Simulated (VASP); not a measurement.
A run of VASP 6.6.1 is set up as follows.

run.py

```python
from ase.calculators.vasp import Vasp
from ase.dft.bandgap import bandgap
from ase.io import read

atoms = read('TbO3.cif', primitive_cell=True, subtrans_included=False)
atoms.set_initial_magnetic_moments([6.0, 6.0, 0.0, 0.0, 0.0, 0.0, 0.0, 0.0])
calc = Vasp(
    directory='calc',
    xc='rpbe',
    pp='PBE',
    setups={'base': 'minimal', 'Tb': '_3'},
    prec='Accurate',
    encut=600,
    ediff=1e-06,
    ismear=0,
    sigma=0.02,
    lreal=False,
    lasph=True,
    nelm=150,
    algo='Normal',
    isif=2,
    lwave=False,
    lcharg=False,
    ispin=2,
    lorbit=11,
    lmaxmix=6,
    kpts=[5, 5, 8],
    gamma=True,
)
atoms.calc = calc

print('energy (eV):', atoms.get_potential_energy())
print('free energy (eV):', atoms.get_potential_energy(force_consistent=True))
print('forces (eV/A):')
print(atoms.get_forces())
print('stress (eV/A^3, Voigt):', atoms.get_stress())
print('Fermi level (eV):', calc.get_fermi_level())
print('moment (muB):', atoms.get_magnetic_moment())
print('site moments (muB):', atoms.get_magnetic_moments())
gap, top, bottom = bandgap(calc)
print('band gap (eV):', gap, 'from (spin, k, band)', top, 'to', bottom)
```

The input TbO3.cif:

```cif
data_TbO3
_cell_length_a 6.55324198
_cell_length_b 6.55324198
_cell_length_c 3.44779900
_cell_angle_alpha 90.00000000
_cell_angle_beta 90.00000000
_cell_angle_gamma 120.00000000
_space_group_name_H-M_alt 'P6_3/m'
_space_group_name_Hall '-P 6c'
_space_group_IT_number 176
loop_
_space_group_symop_operation_xyz
'x,y,z'
'-x,-y,-z'
'x-y,x,z+1/2'
'-x+y,-x,-z+1/2'
'-y,x-y,z'
'y,-x+y,-z'
'-x,-y,z+1/2'
'x,y,-z+1/2'
'-x+y,-x,z'
'x-y,x,-z'
'y,-x+y,z+1/2'
'-y,x-y,-z+1/2'
loop_
_atom_site_label
_atom_site_type_symbol
_atom_site_symmetry_multiplicity
_atom_site_Wyckoff_symbol
_atom_site_fract_x
_atom_site_fract_y
_atom_site_fract_z
_atom_site_occupancy
Tb1 Tb 2 d 0.3333333333 0.6666666667 0.7500000000 1
O1 O 6 h 0.6319670099 0.0585489999 0.7500000000 1
```

Potentials or basis: VASP PAW PBE potentials, release 64 (Tb_3, O), 4f in core.

Launch:

```bash
$ python run.py
```

Q: Predict the band gap on the k mesh.

A: 0.25 eV, indirect (least direct gap 0.31 eV).

Q: What does it give for the site moments?

A: Tb -0.03; O +0.84 μB.

Q: What does it give for the largest force?

A: 0.162 eV/Å.

Forces on the atoms (eV/Å):
```
Tb   0.000  0.000  0.000
Tb   0.000  0.000  0.000
O    0.150 -0.060  0.000
O   -0.150  0.060  0.000
O    0.128  0.100  0.000
O   -0.128 -0.100  0.000
O   -0.023  0.160  0.000
O    0.023 -0.160  0.000
```

Caveat: the magnetic or orbital state may not be the lowest; the PAW data sets were made with another functional, which shifts forces and pressure a little; spin-orbit coupling is left out, which moves the levels of the heavy elements; an odd mesh through Γ misses points on the zone boundary, where band edges often lie; the 4f electrons are frozen in the core as for a trivalent ion, so they carry no moment and show no levels.
